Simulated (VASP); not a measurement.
Input:

```
GaN
1.0
    1.59122    -2.75608     0.00000
    1.59122     2.75608     0.00000
    0.00000     0.00000     5.18010
Ga N
2 2
Direct
  0.66667   0.33333   0.50003
  0.33333   0.66667   0.00003
  0.66667   0.33333   0.87697
  0.33333   0.66667   0.37697
```

The numbers are results of PBEsol GGA, VASP's PBE PAW potentials (set 64) (plane waves; VASP 6.6.1), not measurements. Run with 520 eV cut-off, Gaussian smearing of 0.050 eV, potentials Ga_d N.

Problem. Give the energies of bands 13 to 21 at the high-symmetry points, in eV from the valence-band maximum.

Solution. 
| band | Γ | M | K | A | L | H |
|---|---|---|---|---|---|---|
| 13 | -7.16 | -6.54 | -5.40 | -3.87 | -6.69 | -6.24 |
| 14 | -1.05 | -5.35 | -5.40 | -3.87 | -6.69 | -6.24 |
| 15 | -1.05 | -4.27 | -5.39 | -0.54 | -1.98 | -4.28 |
| 16 | -0.04 | -2.79 | -3.03 | -0.54 | -1.98 | -4.28 |
| 17 | 0.00 | -2.25 | -3.03 | -0.54 | -1.92 | -1.49 |
| 18 | 0.00 | -1.02 | -2.77 | -0.54 | -1.92 | -1.49 |
| 19 | 1.91 | 4.94 | 5.02 | 4.22 | 4.31 | 6.36 |
| 20 | 4.21 | 5.53 | 7.81 | 4.22 | 4.31 | 6.36 |
| 21 | 9.13 | 5.96 | 7.81 | 8.39 | 7.71 | 7.22 |

The gap is direct, 1.91 eV, from the valence maximum at Γ to the conduction minimum at Γ.

Measured: gap 3.68 eV (computed value off by -1.77 eV), as given by Wei Chen et al., Physical Review Materials (2018), doi:10.1103/physrevmaterials.2.073803 [zero-point renormalisation of 0.17 eV added back (the table's ZPR column)].

The compound is GaN in the wurtzite structure. It was relaxed first.
